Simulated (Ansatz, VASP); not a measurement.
Two plane-wave programs on HPbNO4

Contents of INCAR:

```
SYSTEM = HPbNO4
PREC     = Accurate       ! precision mode
ENCUT    = 520            ! plane-wave cutoff, eV
EDIFF    = 1E-8           ! SCF threshold, eV
ISMEAR   = -1             ! smearing method
SIGMA    = 0.05           ! smearing width, eV
LREAL    = .False.        ! projectors in reciprocal space
LASPH    = .True.         ! aspherical terms in the spheres
NELM     = 100            ! most SCF steps
ALGO     = Normal         ! electronic algorithm
ISIF     = 2              ! what is computed and relaxed
LWAVE    = .False.        ! write WAVECAR
LCHARG   = .False.        ! write CHGCAR
GGA      = PE             ! functional
LEFG     = .True.       
KPAR     = 4
```

Contents of KPOINTS:

```
Automatic mesh
0
Gamma
  7 6 5
  0 0 0
```

The input POSCAR:

```
HPbNO4
1.0
    3.8570700000      0.0017800000     -0.0365800000
    0.1735300000      4.3343600000     -0.0164700000
    0.7580300000      0.8387300000      5.8766200000
H Pb N O
1 1 1 4
Direct
    0.6151100000      0.8955900000      0.1984400000
    0.6459700000      0.4465100000      0.9168500000
    0.7147400000      0.2381000000      0.5005800000
    0.1695800000      0.4700700000      0.7776800000
    0.6291900000      0.9704500000      0.4984500000
    0.5642400000      0.9258300000      0.0384900000
    0.7802200000      0.4225000000      0.3195100000
```

input.yaml

```yaml
crystal:
  lattice:
    - [3.85707, 0.00178, -0.03658]
    - [0.17353, 4.33436, -0.01647]
    - [0.75803, 0.83873, 5.87662]
  atoms:
    - { symbol: H, position: [0.61511, 0.89559, 0.19844] }
    - { symbol: Pb, position: [0.64597, 0.44651, 0.91685] }
    - { symbol: "N", position: [0.71474, 0.2381, 0.50058] }
    - { symbol: O, position: [0.16958, 0.47007, 0.77768] }
    - { symbol: O, position: [0.62919, 0.97045, 0.49845] }
    - { symbol: O, position: [0.56424, 0.92583, 0.03849] }
    - { symbol: O, position: [0.78022, 0.4225, 0.31951] }
hamiltonian:
  xc: pbe
  pseudopotentials: { kind: paw }
kpoints:
  mp_grid: { grid: [7, 6, 5] }
scf:
  occupations: { method: fermi_dirac, width: 0.05 }
output:
  forces: true
  stress: true
  eigenvalues: true
  efg: {}
```

The cell was built by a generator and needn't be a form met in nature.

Alike in both runs: task electric field gradients; functional PBE; k mesh 7 × 6 × 5; occupations fermi-dirac, width 0.05 eV; no spin polarisation.

```csv
,VASP,Ansatz
version,VASP 6.6.1,Ansatz 0.2.0
potentials or method,"VASP PAW PBE potentials, release 64 (H, Pb_d, N, O)",Ansatz PAW
plane-wave cutoff (eV),520,420
valence electrons in the cell,44,44
```

Ansatz gave:

| Quantity | Value |
| --- | --- |
| gap on the k mesh at the Fermi level (eV) | 0.36 |
| least direct gap on the mesh (eV) | 0.59 |
| pressure (GPa) | 0.0 |
| largest component of the traceless stress (GPa) | 0.02 |
| rms of the force components (eV/Å) | 0.003 |
| Vzz of the field gradient on the site that differs most (V/Å²) | -417.0 |

**Question.** Which values does VASP return?

**Answer.** gap on the k mesh at the Fermi level (eV): 0.36; least direct gap on the mesh (eV): 0.59; pressure (GPa): 0.6; largest component of the traceless stress (GPa): 0.59; rms of the force components (eV/Å): 0.197; Vzz of the field gradient on the site that differs most (V/Å²): -421.0.

Atom by atom the forces differ by 0.199 eV/Å (rms over components). One of these differences is far larger than is usual between the two programs; its cause wasn't traced.

Caveats: spin-orbit coupling is left out, which as a rule narrows the gap of such compounds by several tenths of an eV; the standard files for N, O and F lose accuracy on very short bonds (VASP); an odd mesh through Γ misses points on the zone boundary, where band edges often lie (VASP); odd divisions of the mesh miss points on the zone boundary, where band edges often lie, so the gap on the mesh can be too wide (Ansatz); the pressure holds a Pulay correction of +0.6 GPa for the finite cutoff (Ansatz).
